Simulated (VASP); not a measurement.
Input:

```yaml
crystal:
  lattice:
    - [2.73473, 0.00000, 0.00000]
    - [-1.36736, 2.36835, 0.00000]
    - [0.00000, 0.00000, 4.38819]
  atoms:
    - { symbol: Tc, position: [0.66667, 0.33333, 0.75000] }
    - { symbol: Tc, position: [0.33333, 0.66667, 0.25000] }
```

These are r2SCAN meta-GGA, VASP's PBE PAW potentials (set 64) (plane waves; VASP) values and carry that method's errors. Run with PREC = Normal, EDIFF = 1E-5, 400 eV cut-off, 17×17×9 Γ-centred mesh, first-order Methfessel-Paxton smearing of 0.10 eV, potentials Tc_pv.

Problem. Give the stress tensor in GPa (positive for a compressed cell).

Solution. 
```
-0.99   0.00   0.00
 0.00  -0.99   0.00
 0.00   0.00  -1.70
```
The pressure is its mean diagonal, -1.23 GPa.

The compound is Tc in the hcp structure. It was relaxed first.
